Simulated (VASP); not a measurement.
Crystal: HfO2.

```
Hf O
1.0
     0.00000    2.54881    2.54881
     2.54881    0.00000    2.54881
     2.54881    2.54881    0.00000
Hf O
1 2
Direct
  0.00000 0.00000 0.00000
  0.25000 0.25000 0.25000
  0.75000 0.75000 0.75000
```

Measurements of this composition are mostly on another form, of space group No. 14.

| Property | Result |
| --- | --- |
| Program | VASP 6.6.1 |
| Task | relaxation of cell and atoms |
| Functional | r2SCAN |
| Potentials or basis | VASP PAW PBE potentials, release 64 (Hf_pv, O) |
| Cutoff | 600 eV |
| k mesh | 8 × 8 × 8 |
| Occupations | gaussian, width 0.02 eV |
| Spin | no spin polarisation |

At the start: pressure -10.0 GPa; volume 11.04 Å³/atom.

**Question.** Where does the relaxation end?

**Answer.** Over 4 steps the energy falls by 13.5 meV/atom and the volume is 10.62 Å³/atom (-3.8 %); space group Fm-3m (No. 225, to 0.05 Å).

Step by step:
```
step  energy change (eV)  largest force (eV/Å)  pressure (GPa)  volume (Å³)
   1              0.0000                0.0000          -10.00        33.12
   2              0.0720                0.0000           19.87        29.92
   3             -0.0406                0.0000           -0.23        31.87
   4             -0.0406                0.0000           -0.01        31.85
```

Final structure:
```xyz
3
Lattice="0.0000 2.5158 2.5158 2.5158 0.0000 2.5158 2.5158 2.5158 0.0000" Properties=species:S:1:pos:R:3 pbc="T T T"
Hf    2.5158    2.5158    0.0000
O     1.2579    1.2579    1.2579
O     3.7737    3.7737    3.7737
```

Caveat: the PAW data sets were made with another functional, which shifts forces and pressure a little.
